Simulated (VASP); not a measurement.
Calculation: vdW-DF2, VASP's PBE PAW potentials (set 64) (plane waves; VASP).

A VASP calculation is set up with these files.

**POSCAR**
```
SnO
1.0
  3.9286748918   0.0000000000   0.0000000000
  0.0000000000   3.9286748918   0.0000000000
  0.0000000000   0.0000000000   5.3669266724
Sn O
2 2
Cartesian
  1.9643374459   0.0000000000   4.2042745566
  0.0000000000   1.9643374459   1.1626521158
  1.9643374459   1.9643374459   0.0000000000
  0.0000000000   0.0000000000   0.0000000000
```

### KPOINTS
```
Automatic mesh
0
Gamma
6 6 4
0 0 0
```

### INCAR
```
# general
SYSTEM   = SnO
PREC     = Accurate
ENCUT    = 520
LREAL    = F
LASPH    = T   # aspherical one-centre terms

# electronic loop
EDIFF    = 1E-7   # SCF stop (eV)
NELM     = 100
ALGO     = Normal
LMAXMIX  = 4

# smearing
ISMEAR   = 0
SIGMA    = 0.05   # width (eV)

# functional
GGA      = ML
LUSE_VDW = T
AGGAC    = 0.0
ZAB_VDW  = -1.8867

# ions
IBRION   = 2
NSW      = 30
ISIF     = 4
EDIFFG   = -0.01   # ionic stop

# output
LWAVE    = F
LCHARG   = F
```

POTCAR, in this order: Sn_d O (PBE.64 set). Program: vasp_std.

What VASP printed:

**OUTCAR**
```
 ion  position               nearest neighbor table
   1  0.500  0.000  0.783-   3 2.28   4 2.28   3 2.28   4 2.28   2 3.62   2 3.62   2 3.62   2 3.62
  LATTYP: Found a simple tetragonal cell.
 ALAT       =     3.9286748918
 C/A-ratio  =     1.3660908118
 Subroutine PRICEL returns:
 Original cell was already a primitive cell.
 Subroutine GETGRP returns: Found 16 space group operations
The static configuration has the point symmetry D_2d.
 The point group associated with its full space group is D_4h.
The dynamic configuration has the point symmetry D_2d.
 Subroutine INISYM returns: Found 16 space group operations
 Subroutine IBZKPT returns following result:
 Found     30 irreducible k-points:

 Following reciprocal coordinates:
            Coordinates               Weight
  0.000000  0.000000  0.000000      1.000000
  0.166667  0.000000  0.000000      4.000000
  0.333333  0.000000  0.000000      4.000000
  0.500000  0.000000  0.000000      2.000000
  0.166667  0.166667  0.000000      4.000000
  0.333333  0.166667  0.000000      8.000000
  0.500000  0.166667  0.000000      4.000000
  0.333333  0.333333  0.000000      4.000000
...
```

**OSZICAR**
```
       N       E                     dE             d eps       ncg     rms          rms(c)
DAV:   1     0.414062999548E+03    0.41406E+03   -0.20735E+04  1456   0.240E+03
DAV:   2     0.434593554545E+02   -0.37060E+03   -0.36401E+03  1552   0.562E+02
DAV:   3    -0.160529203201E+02   -0.59512E+02   -0.59242E+02  1728   0.196E+02
DAV:   4    -0.183753011070E+02   -0.23224E+01   -0.23204E+01  1600   0.448E+01
DAV:   5    -0.184474212459E+02   -0.72120E-01   -0.72108E-01  1984   0.768E+00    0.142E+01
DAV:   6    -0.130324533980E+02    0.54150E+01   -0.40894E+01  2400   0.610E+01    0.560E+00
DAV:   7    -0.129182084023E+02    0.11424E+00   -0.40018E+00  1704   0.123E+01    0.268E+00
DAV:   8    -0.129004108092E+02    0.17798E-01   -0.80822E-01  2008   0.596E+00    0.106E+00
DAV:   9    -0.128745935347E+02    0.25817E-01   -0.22253E-01  2200   0.376E+00    0.346E-01
DAV:  10    -0.128770333187E+02   -0.24398E-02   -0.44619E-02  2008   0.148E+00    0.329E-01
DAV:  11    -0.128746653968E+02    0.23679E-02   -0.13618E-02  2040   0.962E-01    0.299E-02
DAV:  12    -0.128748161638E+02   -0.15077E-03   -0.14456E-03  1568   0.230E-01    0.449E-02
DAV:  13    -0.128748045209E+02    0.11643E-04   -0.11621E-04  2168   0.139E-01    0.131E-02
DAV:  14    -0.128748046963E+02   -0.17539E-06   -0.17363E-05  1640   0.285E-02    0.324E-03
DAV:  15    -0.128748045044E+02    0.19186E-06   -0.33035E-06  1984   0.134E-02    0.127E-03
DAV:  16    -0.128748045042E+02    0.27649E-09   -0.25003E-07  1304   0.390E-03
   1 F= -.12874805E+02 E0= -.12874805E+02  d E =-.128748E+02
       N       E                     dE             d eps       ncg     rms          rms(c)
DAV:   1    -0.128755093503E+02   -0.70485E-03   -0.34169E+00  1696   0.111E+01    0.377E-01
DAV:   2    -0.128839776473E+02   -0.84683E-02   -0.94245E-02  2176   0.247E+00    0.126E-01
DAV:   3    -0.128838651789E+02    0.11247E-03   -0.10977E-03  1736   0.289E-01    0.891E-02
DAV:   4    -0.128837764914E+02    0.88687E-04   -0.22481E-04  2208   0.176E-01    0.209E-02
DAV:   5    -0.128837800364E+02   -0.35450E-05   -0.45685E-05  1656   0.635E-02    0.735E-03
DAV:   6    -0.128837814927E+02   -0.14562E-05   -0.26130E-06  2032   0.192E-02    0.348E-03
DAV:   7    -0.128837818812E+02   -0.38858E-06   -0.45656E-07  1416   0.543E-03    0.103E-03
DAV:   8    -0.128837819984E+02   -0.11714E-06   -0.71769E-08  1048   0.308E-03    0.197E-04
DAV:   9    -0.128837819122E+02    0.86219E-07   -0.19113E-08   864   0.215E-03
   2 F= -.12883782E+02 E0= -.12883782E+02  d E =-.897741E-02
       N       E                     dE             d eps       ncg     rms          rms(c)
DAV:   1    -0.128834524175E+02    0.32958E-03   -0.35071E-01  1688   0.353E+00    0.123E-01
DAV:   2    -0.128843551962E+02   -0.90278E-03   -0.98809E-03  2176   0.801E-01    0.406E-02
DAV:   3    -0.128843369009E+02    0.18295E-04   -0.12132E-04  1704   0.112E-01    0.288E-02
DAV:   4    -0.128843260684E+02    0.10832E-04   -0.27586E-05  2088   0.678E-02    0.786E-03
DAV:   5    -0.128843269285E+02   -0.86002E-06   -0.55198E-06  1648   0.211E-02    0.207E-03
DAV:   6    -0.128843273628E+02   -0.43431E-06   -0.28914E-07  1584   0.724E-03    0.829E-04
DAV:   7    -0.128843274192E+02   -0.56427E-07   -0.32069E-08   864   0.196E-03
   3 F= -.12884327E+02 E0= -.12884327E+02  d E =-.952292E-02
       N       E                     dE             d eps       ncg     rms          rms(c)
DAV:   1    -0.128895180886E+02   -0.51907E-02   -0.24279E-01  1488   0.414E+00    0.408E-01
DAV:   2    -0.128871504568E+02    0.23676E-02   -0.95984E-03  2008   0.136E+00    0.250E-01
DAV:   3    -0.128857394898E+02    0.14110E-02   -0.16433E-03  2040   0.610E-01    0.634E-02
DAV:   4    -0.128857090949E+02    0.30395E-04   -0.52550E-04  1952   0.200E-01    0.188E-02
DAV:   5    -0.128857111161E+02   -0.20212E-05   -0.78945E-05  1600   0.822E-02    0.608E-03
DAV:   6    -0.128857101606E+02    0.95549E-06   -0.55225E-06  2096   0.255E-02    0.207E-03
DAV:   7    -0.128857098726E+02    0.28804E-06   -0.13886E-06  1664   0.839E-03    0.152E-03
DAV:   8    -0.128857099091E+02   -0.36481E-07   -0.19564E-07  1128   0.423E-03
   4 F= -.12885710E+02 E0= -.12885710E+02  d E =-.138249E-02
       N       E                     dE             d eps       ncg     rms          rms(c)
DAV:   1    -0.129029965344E+02   -0.17287E-01   -0.10382E+00  1464   0.857E+00    0.846E-01
DAV:   2    -0.128930524028E+02    0.99441E-02   -0.42880E-02  1816   0.256E+00    0.518E-01
DAV:   3    -0.128870552145E+02    0.59972E-02   -0.65620E-03  2056   0.120E+00    0.137E-01
DAV:   4    -0.128868658840E+02    0.18933E-03   -0.19517E-03  1984   0.439E-01    0.415E-02
DAV:   5    -0.128868714325E+02   -0.55485E-05   -0.30614E-04  1608   0.163E-01    0.119E-02
DAV:   6    -0.128868702880E+02    0.11446E-05   -0.17674E-05  2088   0.449E-02    0.394E-03
DAV:   7    -0.128868695855E+02    0.70250E-06   -0.48520E-06  1816   0.148E-02    0.319E-03
DAV:   8    -0.128868697225E+02   -0.13704E-06   -0.66574E-07  1320   0.743E-03    0.795E-04
DAV:   9    -0.128868698063E+02   -0.83844E-07   -0.52151E-08   896   0.306E-03
   5 F= -.12886870E+02 E0= -.12886870E+02  d E =-.254239E-02
```

OUTCAR:
```
------------------------ aborting loop because EDIFF is reached ----------------------------------------
  FORCE on cell =-STRESS in cart. coord.  units (eV):
  Direction    XX          YY          ZZ          XY          YZ          ZX
  --------------------------------------------------------------------------------------
  Total        0.3132681      0.3132681      0.3149058      0.0000000      0.0000000      0.0000000
  in kB        6.0591108      6.0591108      6.0907864      0.0000000      0.0000000      0.0000000
  external PRESSURE =       6.0696694 kB  Pullay stress =       0.0000000 kB
  volume of cell :       82.84
      direct lattice vectors                 reciprocal lattice vectors
     3.955026064  0.000000000  0.000000000     0.252842834  0.000000000  0.000000000
     0.000000000  3.955026064  0.000000000     0.000000000  0.252842834  0.000000000
     0.000000000 -0.000000000  5.295648420     0.000000000 -0.000000000  0.188834288
 POSITION                                       TOTAL-FORCE (eV/Angst)
 -----------------------------------------------------------------------------------
      1.97751     -0.00000      4.11976         0.000000      0.000000     -0.003693
      0.00000      1.97751      1.17589        -0.000000     -0.000000      0.003693
      1.97751      1.97751      0.00000         0.000000      0.000000      0.000000
      0.00000      0.00000      0.00000        -0.000000     -0.000000      0.000000
 -----------------------------------------------------------------------------------
    total drift:                                0.000000      0.000000      0.000000
  FREE ENERGIE OF THE ION-ELECTRON SYSTEM (eV)
  ---------------------------------------------------
  free  energy   TOTEN  =       -12.8868698063 eV

  energy  without entropy=      -12.8868698063  energy(sigma->0) =      -12.88686981

 reached required accuracy - stopping structural energy minimisation
```
(Selected blocks of OUTCAR.)

**CONTCAR**
```
SnO
   1.00000000000000
     3.9550260639974892    0.0000000000000000    0.0000000000000000
     0.0000000000000000    3.9550260639974892    0.0000000000000000
     0.0000000000000000   -0.0000000000000000    5.2956484199994289
  Sn              O
     2     2
Direct
     0.5000000000000000    0.0000000000000000    0.7779521943726252
     0.0000000000000000    0.5000000000000000    0.2220478056273748
     0.5000000000000000    0.5000000000000000    0.0000000000000000
     0.0000000000000000    0.0000000000000000    0.0000000000000000
```

The compound is SnO in the litharge structure. This cell is one point of a volume scan, at 0.97 of the reference volume. Symmetry was kept, so distortions that lower it aren't found.
